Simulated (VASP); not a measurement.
Energy against volume of AgCl (rock salt). Calculation: HSEsol screened hybrid, VASP's PBE PAW potentials (set 64) (plane waves; VASP). Settings: 520 eV cut-off, 6×6×6 Γ-centred mesh, Gaussian smearing of 0.050 eV, potentials Ag Cl.

```csv
V (Å³/atom),E (eV/atom)
20.046,-3.56374
20.706,-3.56567
21.367,-3.56106
22.028,-3.55087
```

Problem. Fit these four points and predict the energy of the run at 22.689 Å³/atom.

Solution. A cubic in V^(−2/3), the third-order Birch-Murnaghan form, passes through the four points with V0 = 20.56 Å³/atom and B0 = 51 GPa, and gives -3.5359 eV/atom there. The run gave -3.5362 eV/atom, -0.3 meV/atom from the fit; all five points give B0 = 52 GPa.

The compound is AgCl in the rock salt structure. It was relaxed first. The cell's shape comes from a PBE relaxation.
